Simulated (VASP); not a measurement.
Method: PBE GGA with D3 dispersion (Becke-Johnson damping), VASP's PBE PAW potentials (set 64) (plane waves; VASP).

VASP ran on this input.

**INCAR**
```
SYSTEM = Al
PREC = Accurate
ENCUT = 520
EDIFF = 1E-7
NELM = 100
ALGO = Normal
LREAL = .FALSE.
LASPH = .TRUE.
ISMEAR = 1
SIGMA = 0.1
GGA = PE
IVDW = 12
LWAVE = .FALSE.
LCHARG = .FALSE.
ISIF = 2
```

POSCAR:
```
Al
1
    0.0000000000     2.0085824233     2.0085824233
    2.0085824233     0.0000000000     2.0085824233
    2.0085824233     2.0085824233     0.0000000000
Al
1
Direct
  0.0000000000   0.0000000000   0.0000000000
```

**KPOINTS**
```
Regular mesh
0
G
16 16 16
0 0 0
```

POTCAR, in this order: Al (PBE.64 set). Program: vasp_std.

Q: Estimate the energy per atom (σ→0), dispersion energy, pressure, band gap (on the k-mesh).

A: 
```yaml
energy per atom (σ→0): -4.093 eV/atom
dispersion_energy: -0.343 eV
band gap (on the k-mesh): none (metal, semimetal or under 0.01 eV)
pressure: -2.16 GPa
```

File OSZICAR:
```
...
DAV:   5    -0.377325163384E+01   -0.39878E-06   -0.39877E-06  1930   0.141E-02    0.133E+00
DAV:   6    -0.376005930953E+01    0.13192E-01   -0.15673E-03  1770   0.302E-01    0.775E-01
DAV:   7    -0.375043005971E+01    0.96292E-02   -0.47431E-03  1680   0.490E-01    0.149E-01
DAV:   8    -0.375042655566E+01    0.35040E-05   -0.23787E-05  1875   0.523E-02    0.812E-03
DAV:   9    -0.375042508544E+01    0.14702E-05   -0.90941E-07  1830   0.669E-03    0.114E-03
DAV:  10    -0.375042471756E+01    0.36788E-06   -0.46685E-09  1470   0.760E-04    0.853E-04
DAV:  11    -0.375042465441E+01    0.63144E-07   -0.24115E-10   985   0.152E-04
   1 F= -.40930766E+01 E0= -.40931953E+01  d E =0.356166E-03
```

The compound is Al in the fcc structure. This cell is one point of a volume scan, at 1.03 of the reference volume.
